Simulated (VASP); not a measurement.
Level of theory: optB88-vdW, VASP's PBE PAW potentials (set 64) (plane waves; VASP 6.6.1).

VASP input:

POSCAR:
```
SnO
1
    3.8576032566     0.0000000000     0.0000000000
    0.0000000000     3.8576032566     0.0000000000
    0.0000000000     0.0000000000     4.9086985449
Sn O
2 2
Direct
  0.5000000000   0.0000000000   0.7620000000
  0.0000000000   0.5000000000   0.2380000000
  0.5000000000   0.5000000000   0.0000000000
  0.0000000000   0.0000000000   0.0000000000
```

**INCAR**
```
! general
SYSTEM   = SnO
PREC     = Normal
ENCUT    = 500
LREAL    = .FALSE.
LASPH    = .TRUE.

! electronic loop
EDIFF    = 1E-5
NELM     = 100
NELMIN   = 4
ALGO     = Fast
LMAXMIX  = 4

! smearing
ISMEAR   = 0
SIGMA    = 0.05

! functional
GGA      = BO
LUSE_VDW = .TRUE.
AGGAC    = 0.0
PARAM1   = 0.1833333333
PARAM2   = 0.22

! ions
IBRION   = 2
NSW      = 20
ISIF     = 2
EDIFFG   = -0.03

! output
LWAVE    = .FALSE.
LCHARG   = .FALSE.
```

**KPOINTS**
```
Automatic mesh
0
G
 8 8 6
0 0 0
```

POTCAR, in this order: Sn_d O (PBE.64 set). Program: vasp_std.

Output of the run:

### OSZICAR
```
       N       E                     dE             d eps       ncg     rms          rms(c)
DAV:   1     0.405202576600E+03    0.40520E+03   -0.20307E+04  2928   0.247E+03
DAV:   2     0.398185242257E+02   -0.36538E+03   -0.35911E+03  3088   0.574E+02
DAV:   3    -0.151740716460E+02   -0.54993E+02   -0.54450E+02  3448   0.193E+02
DAV:   4    -0.174297523697E+02   -0.22557E+01   -0.22532E+01  3264   0.430E+01
DAV:   5    -0.174911927829E+02   -0.61440E-01   -0.61434E-01  3824   0.728E+00    0.124E+01
RMM:   6    -0.131962700667E+02    0.42949E+01   -0.19138E+01  3278   0.218E+01    0.442E+00
RMM:   7    -0.132700605466E+02   -0.73790E-01   -0.24786E+00  3447   0.943E+00    0.256E+00
RMM:   8    -0.132785872822E+02   -0.85267E-02   -0.51780E-01  3418   0.449E+00    0.931E-01
RMM:   9    -0.132754691503E+02    0.31181E-02   -0.23605E-01  3715   0.202E+00    0.420E-01
RMM:  10    -0.132764186035E+02   -0.94945E-03   -0.14955E-02  3556   0.772E-01    0.270E-01
RMM:  11    -0.132768266077E+02   -0.40800E-03   -0.31512E-03  3321   0.461E-01    0.104E-01
RMM:  12    -0.132767315023E+02    0.95105E-04   -0.94088E-04  3433   0.294E-01    0.280E-02
RMM:  13    -0.132767590458E+02   -0.27543E-04   -0.29639E-04  3535   0.124E-01    0.288E-02
RMM:  14    -0.132767535777E+02    0.54681E-05   -0.39408E-05  2538   0.558E-02
   1 F= -.13276754E+02 E0= -.13276754E+02  d E =-.132768E+02
       N       E                     dE             d eps       ncg     rms          rms(c)
DAV:   1    -0.132766899580E+02    0.69088E-04   -0.28626E-01  3328   0.321E+00    0.108E-01
RMM:   2    -0.132771352091E+02   -0.44525E-03   -0.50668E-03  3264   0.742E-01    0.489E-02
RMM:   3    -0.132773855215E+02   -0.25031E-03   -0.28270E-03  3861   0.442E-01    0.305E-02
RMM:   4    -0.132774020508E+02   -0.16529E-04   -0.17485E-04  3429   0.117E-01    0.284E-02
RMM:   5    -0.132774079769E+02   -0.59261E-05   -0.49027E-05  2168   0.593E-02
   2 F= -.13277408E+02 E0= -.13277408E+02  d E =-.654399E-03
```

### OUTCAR
```
------------------------ aborting loop because EDIFF is reached ----------------------------------------
  FORCE on cell =-STRESS in cart. coord.  units (eV):
  Direction    XX          YY          ZZ          XY          YZ          ZX
  --------------------------------------------------------------------------------------
  Total        0.0713867      0.0713867      0.0113995      0.0000000     -0.0000000      0.0000000
  in kB        1.5657647      1.5657647      0.2500311      0.0000000     -0.0000000      0.0000000
  external PRESSURE =       1.1271869 kB  Pullay stress =       0.0000000 kB
  volume of cell :       73.05
      direct lattice vectors                 reciprocal lattice vectors
     3.857603257  0.000000000  0.000000000     0.259228317  0.000000000  0.000000000
     0.000000000  3.857603257  0.000000000     0.000000000  0.259228317  0.000000000
     0.000000000  0.000000000  4.908698545     0.000000000  0.000000000  0.203719986
 POSITION                                       TOTAL-FORCE (eV/Angst)
 -----------------------------------------------------------------------------------
      1.92880      0.00000      3.74584        -0.000000     -0.000000     -0.000929
      0.00000      1.92880      1.16286         0.000000     -0.000000      0.000929
      1.92880      1.92880      0.00000         0.000000     -0.000000      0.000000
      0.00000      3.85760      0.00000         0.000000      0.000000      0.000000
 -----------------------------------------------------------------------------------
    total drift:                                0.000000     -0.000000      0.000000
  FREE ENERGIE OF THE ION-ELECTRON SYSTEM (eV)
  ---------------------------------------------------
  free  energy   TOTEN  =       -13.2774079769 eV

  energy  without entropy=      -13.2774079768  energy(sigma->0) =      -13.27740798

 reached required accuracy - stopping structural energy minimisation
```
(Selected blocks of OUTCAR.)

**CONTCAR**
```
SnO
   1.00000000000000
     3.8576032566000000    0.0000000000000000    0.0000000000000000
     0.0000000000000000    3.8576032566000000    0.0000000000000000
     0.0000000000000000    0.0000000000000000    4.9086985449000000
  Sn              O
     2     2
Direct
     0.5000000000000000    0.0000000000000000    0.7631031248368594
     0.0000000000000000    0.5000000000000000    0.2368968751631406
     0.5000000000000000    0.5000000000000000    0.0000000000000000
     0.0000000000000000    1.0000000000000000    0.0000000000000000
```

The compound is SnO in the litharge structure. This run relaxes the ions in a fixed cell. Symmetry was kept, so distortions that lower it aren't found.
